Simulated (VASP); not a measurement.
Crystal: Nb2SiO2.

```
Nb Si O
1.0
     3.42498    0.00000    0.00000
    -1.71249    2.96612    0.00000
     0.00000    0.00000    5.91706
Nb Si O
2 1 2
Cartesian
  1.7125 0.9887 4.2615
  0.0000 1.9774 1.6556
  0.0000 0.0000 0.0000
  0.0000 1.9774 3.7080
  1.7125 0.9887 2.2090
```

The cell was built by a generator and needn't be a form met in nature.

* Program: VASP 6.6.1
* Task: relaxation of cell and atoms
* Functional: PBE
* Potentials or basis: VASP PAW PBE potentials, release 64 (Nb_sv, Si, O)
* Cutoff: 520 eV
* k mesh: 5 × 5 × 3
* Occupations: gaussian, width 0.15 eV
* Spin: no spin polarisation

At the start: pressure 27.4 GPa; volume 12.02 Å³/atom.

**Question.** Where does the relaxation end?

**Answer.** Over 10 steps the energy falls by 145.3 meV/atom and the volume is 13.24 Å³/atom (+10.1 %); space group P-3m1 (No. 164, to 0.05 Å).

Step by step:
| step | energy change (eV) | largest force (eV/Å) | pressure (GPa) | volume (Å³) |
| --- | --- | --- | --- | --- |
| 1 | 0.0000 | 2.0394 | 27.41 | 60.11 |
| 2 | 0.6148 | 0.8887 | -25.94 | 79.82 |
| 3 | -0.6329 | 0.6088 | -2.75 | 67.47 |
| 4 | -0.6352 | 0.6131 | -1.49 | 67.07 |
| 5 | -0.6352 | 0.6223 | -1.07 | 66.92 |
| 6 | -0.6999 | 0.3727 | -0.55 | 66.52 |
| 7 | -0.7230 | 0.1379 | -0.26 | 66.20 |
| 8 | -0.7252 | 0.1539 | -0.17 | 66.08 |
| 9 | -0.7253 | 0.0891 | 0.12 | 66.10 |
| 10 | -0.7267 | 0.0508 | -0.27 | 66.21 |

Final structure:
```
CELL_PARAMETERS angstrom
3.48260 0.00000 0.00000
-1.74130 3.01602 0.00000
0.00000 0.00000 6.30314
ATOMIC_POSITIONS crystal
Nb 0.66667 0.33333 0.73369
Nb 0.33333 0.66667 0.26631
Si 0.00000 0.00000 0.00000
O 0.33333 0.66667 0.61634
O 0.66667 0.33333 0.38366
```

Caveat: the k mesh is coarse (spacing up to 0.42 Å⁻¹), so the values aren't converged.
